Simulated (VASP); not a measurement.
Here is the system:

```
CELL_PARAMETERS angstrom
      1.82949    -3.16876     0.00000
      1.82949     3.16876     0.00000
      0.00000     0.00000    11.70644
ATOMIC_POSITIONS crystal
  La 0.00000 0.00000 0.51281
  La 0.00000 0.00000 0.00000
  La 0.33333 0.66667 0.25000
  La 0.66667 0.33333 0.75000
```

All values below come from PBEsol GGA, VASP's PBE PAW potentials (set 64) (plane waves; VASP). Run with 480 eV cut-off, 10×10×4 Γ-centred mesh, first-order Methfessel-Paxton smearing of 0.10 eV, potentials La.

Question: Which forces act on the atoms, in eV/Å?

Answer: 
| atom | Fx | Fy | Fz |
|---|---|---|---|
| La1 | 0.000 | 0.000 | -0.313 |
| La2 | 0.000 | 0.000 | 0.083 |
| La3 | 0.000 | 0.000 | 0.096 |
| La4 | 0.000 | 0.000 | 0.133 |

Question: Give the stress tensor in GPa (positive for a compressed cell).

Answer: 
```
0.22  0.00  0.00
0.00  0.22  0.00
0.00  0.00  0.23
```
The pressure is its mean diagonal, 0.23 GPa.

The compound is La in the dhcp structure. This cell was strained or had an atom moved on purpose.
